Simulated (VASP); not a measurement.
Level of theory: rev-vdW-DF2, VASP's PBE PAW potentials (set 64) (plane waves; VASP 6.6.1).

A VASP calculation is set up with these files.

### INCAR
```
SYSTEM = Al
PREC = Accurate
ENCUT = 520
EDIFF = 1E-7
NELM = 100
ALGO = Normal
LREAL = .FALSE.
LASPH = .TRUE.
ISMEAR = 1
SIGMA = 0.1
GGA = MK
PARAM1 = 0.1234568
PARAM2 = 0.7114
ZAB_VDW = -1.8867
LUSE_VDW = .TRUE.
AGGAC = 0.0
LWAVE = .FALSE.
LCHARG = .FALSE.
ISIF = 2
```

### KPOINTS
```
Automatic mesh
0
gamma
15 15 15
0 0 0
```

**POSCAR**
```
Al
1.0
  0.0000000000   2.0559366540   2.0559366540
  2.0559366540   0.0000000000   2.0559366540
  2.0559366540   2.0559366540   0.0000000000
Al
1
Cart
  0.0000000000   0.0000000000   0.0000000000
```

POTCAR, in this order: Al (PBE.64 set). Program: vasp_std.

Q: What does the run give for the energy per atom (σ→0), pressure, band gap (on the k-mesh)?

A: 
```
Property                                                     Value
------------------------  ----------------------------------------
energy per atom (σ→0)                               -2.620 eV/atom
band gap (on the k-mesh)  none (metal, semimetal or under 0.01 eV)
pressure                                                 -3.63 GPa
```

**OSZICAR**
```
...
DAV:   5    -0.263155228810E+01   -0.55828E-06   -0.55762E-06  1670   0.151E-02    0.102E+00
DAV:   6    -0.262473406186E+01    0.68182E-02   -0.15837E-03  1410   0.348E-01    0.616E-01
DAV:   7    -0.261988721033E+01    0.48469E-02   -0.43287E-03  1325   0.588E-01    0.108E-01
DAV:   8    -0.261990096893E+01   -0.13759E-04   -0.38851E-05  1745   0.579E-02    0.208E-02
DAV:   9    -0.261990173285E+01   -0.76391E-06   -0.50708E-07  1465   0.645E-03    0.170E-03
DAV:  10    -0.261990136454E+01    0.36830E-06   -0.12365E-08  1225   0.119E-03    0.101E-03
DAV:  11    -0.261990130827E+01    0.56277E-07   -0.11608E-09   735   0.349E-04
   1 F= -.26199013E+01 E0= -.26196848E+01  d E =-.649648E-03
```

The compound is Al in the fcc structure. This cell is one point of a volume scan, at 1.06 of the reference volume.
